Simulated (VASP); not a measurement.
```xyz
3
Lattice="-1.5985 1.5985 3.9052 1.5985 -1.5985 3.9052 1.5985 1.5985 -3.9052" Properties=species:S:1:pos:R:3 pbc="T T T"
Si     0.0000     0.0000     5.2015
Si     1.5985     1.5985    -1.2963
W      0.0000     0.0000     0.0000
```

Calculation: PBE GGA with D4 dispersion, VASP's PBE PAW potentials (set 64) (plane waves; VASP). Settings: 520 eV cut-off, Gaussian smearing of 0.050 eV, potentials Si W_sv.

Unless said otherwise, spin-orbit coupling is left out, though it shifts the bands of the heavy elements here.

Question: What does the run give for the band gap (along the path) with the smallest direct gap where there is one?

Answer: 
```yaml
band gap (along the path): none (metal, semimetal or under 0.01 eV)
```

The compound is WSi2 in the MoSi2 type structure. It was relaxed first.
